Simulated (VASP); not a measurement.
```yaml
crystal:
  lattice:
    - [1.48436, -2.57098, 0.00000]
    - [1.48436, 2.57098, 0.00000]
    - [0.00000, 0.00000, 5.58501]
  atoms:
    - { symbol: Cd, position: [0.33333, 0.66667, 0.25000] }
    - { symbol: Cd, position: [0.66667, 0.33333, 0.75000] }
```

Level of theory: SCAN meta-GGA, VASP's PBE PAW potentials (set 64) (plane waves; VASP). Settings: 520 eV cut-off, 16×16×8 Γ-centred mesh, tetrahedra with Blöchl corrections, potentials Cd.

### Question
Predict the energy per atom (σ→0), band gap (over mesh and band path) with the smallest direct gap where there is one.

### Answer

```
Item                                                                   Value
----------------------------------  ----------------------------------------
band gap (over mesh and band path)  none (metal, semimetal or under 0.01 eV)
energy per atom (σ→0)                                        -30.402 eV/atom
```

Only differences to runs with the same potentials and settings are physical.

The compound is Cd in the hcp structure. It was relaxed first.
